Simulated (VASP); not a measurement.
MnO2, 6 atoms in the cell. It takes space group P4_2/mnm (No. 136, tetragonal). The conventional cell has a = 4.398 Å, b = 4.398 Å, c = 2.873 Å, α = 90.00°, β = 90.00°, γ = 90.00°. Around Mn (site symmetry mmm) lie 6 O at 1.88 to 1.90 Å. O (site symmetry m2m) has 3 Mn at 1.88 to 1.90 Å as nearest neighbours. 

* Program: VASP 6.6.1
* Task: single point
* Functional: PBEsol
* Potentials or basis: VASP PAW PBE potentials, release 64 (Mn_pv, O)
* Cutoff: 520 eV
* k mesh: 5 × 5 × 7
* Occupations: gaussian, width 0.03 eV
* Spin: collinear spin, twin_end start
* Starting moments: [2.91, 2.91, -0.05, -0.05, -0.05, -0.05] μB
* Hubbard terms: Mn d U = 3.9 eV
* Dipole correction: no
* Further INCAR settings: ALGO = Normal; EDIFF = 1e-06; NBANDS = 38

Potentials or basis: VASP PAW PBE potentials, release 64 (Mn_pv, O).

Command:

```bash
$ cat potpaw_PBE.64/Mn_pv/POTCAR potpaw_PBE.64/O/POTCAR > POTCAR
$ mpirun -np 1 vasp_std > vasp.out
```

Hardware: 1 thread of Intel(R) Xeon(R) Platinum 8488C (Sapphire Rapids), on a shared host.

Q: How long does it take, and how much memory?

A: It took 85 s on 1 thread of Intel(R) Xeon(R) Platinum 8488C (Sapphire Rapids) (shared host), peak memory 0.23 GiB. Counts: scf iterations 17, k points 24.
